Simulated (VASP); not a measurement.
Input:

```yaml
crystal:
  lattice:
    - [4.04669, 0.00000, 0.00000]
    - [-2.02334, 3.50453, 0.00000]
    - [0.00000, 0.00000, 6.64351]
  atoms:
    - { symbol: Al, position: [0.33333, 0.66667, 0.00073] }
    - { symbol: Al, position: [0.66667, 0.33333, 0.50073] }
    - { symbol: As, position: [0.33333, 0.66667, 0.37527] }
    - { symbol: As, position: [0.66667, 0.33333, 0.87527] }
```

Computed with HSE06 screened hybrid, VASP's PBE PAW potentials (set 64) (plane waves; VASP 6.6.1). Numerical set-up: 400 eV cut-off, 6×6×4 Γ-centred mesh, Gaussian smearing of 0.050 eV, potentials Al As.

The path is coarsely sampled, so an indirect gap can come out somewhat too large.

Give the energies of bands 3 to 11 at the high-symmetry points, in eV from the valence-band maximum.

```tsv
band	Γ	M	K	A	L	H
3	-6.07	-5.93	-5.24	-3.71	-5.98	-5.80
4	-1.04	-5.04	-5.24	-3.71	-5.98	-5.80
5	-1.04	-3.75	-4.27	-0.58	-1.84	-3.59
6	-0.13	-2.39	-2.77	-0.58	-1.84	-3.59
7	0.00	-2.12	-2.77	-0.58	-1.79	-1.40
8	0.00	-0.97	-2.59	-0.58	-1.79	-1.40
9	2.42	2.44	2.93	3.22	2.62	3.43
10	2.63	3.77	6.68	3.22	2.62	3.43
11	4.77	4.53	6.68	5.38	3.88	5.42
```

The gap is indirect, 2.42 eV, from the valence maximum at Γ to the conduction minimum at L-M at 0.33.

The structure comes from a computed database's AlAs entry (P6_3mc); how it stands against other phases isn't given here. It was relaxed first. The cell's shape comes from a PBE relaxation.
